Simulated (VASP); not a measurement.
OSZICAR of a VASP run on NaI (rock salt):

OSZICAR:
```
       N       E                     dE             d eps       ncg     rms          rms(c)
DAV:   1     0.750374572695E+02    0.75037E+02   -0.60160E+03   352   0.931E+02
DAV:   2     0.331795595534E+01   -0.71720E+02   -0.68245E+02   369   0.220E+02
DAV:   3    -0.278142817808E+01   -0.60994E+01   -0.60108E+01   438   0.663E+01
DAV:   4    -0.295827801621E+01   -0.17685E+00   -0.17552E+00   413   0.118E+01
DAV:   5    -0.296294333800E+01   -0.46653E-02   -0.46637E-02   411   0.199E+00    0.684E+00
DAV:   6    -0.289372877890E+01    0.69215E-01   -0.25908E-01   352   0.234E+00    0.362E+00
DAV:   7    -0.289059439842E+01    0.31344E-02   -0.33729E-02   391   0.107E+00    0.877E-01
DAV:   8    -0.289122775947E+01   -0.63336E-03   -0.11058E-03   406   0.313E-01    0.233E-01
DAV:   9    -0.289145918738E+01   -0.23143E-03   -0.34753E-04   373   0.139E-01    0.295E-02
DAV:  10    -0.289152300342E+01   -0.63816E-04   -0.95077E-05   388   0.691E-02    0.292E-02
DAV:  11    -0.289152275200E+01    0.25142E-06   -0.52426E-06   406   0.153E-02
   1 F= -.28915228E+01 E0= -.28900435E+01  d E =-.295849E-02
```

**Question.** Which electronic solver shows in the log?

**Answer.** It is blocked Davidson (ALGO = Normal, or the opening steps of other solvers). The INCAR had ALGO = Normal.

**Question.** Can the final energy be trusted as converged?

**Answer.** The calculation finished and met its thresholds. It stopped with EDIFF = 1E-6, NELM = 100 (PBE GGA, plane waves, VASP's PBE PAW potentials (set 64)). The cell is charged, with a uniform compensating background.

The compound is NaI in the rock salt structure. The cell was not relaxed at this level. The run is one of a series of settings (NELECT = 14.5 against the base run), some of them coarse on purpose.
